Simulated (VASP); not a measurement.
Input:

```
LiF
1.0
    0.00000     1.98967     1.98967
    1.98967     0.00000     1.98967
    1.98967     1.98967     0.00000
Li F
1 1
Direct
  0.00000   0.00000   0.00000
  0.50000   0.50000   0.50000
```

Method: r2SCAN meta-GGA, VASP's PBE PAW potentials (set 64) (plane waves; VASP 6.6.1). Numerical set-up: 600 eV cut-off, 10×10×10 Γ-centred mesh, Gaussian smearing of 0.050 eV, potentials Li_sv F.

### Question
Estimate the energy per atom (σ→0), band gap (on the k-mesh) with the smallest direct gap where there is one.

### Answer

```
Property                                     Result
-----------------------------------  --------------
band gap (on the k-mesh)                   10.63 eV
smallest direct gap (on the k-mesh)        10.63 eV
energy per atom (σ→0)                -5.954 eV/atom
```

Only differences to runs with the same potentials and settings are physical.

The compound is LiF in the rock salt structure. It was relaxed first.
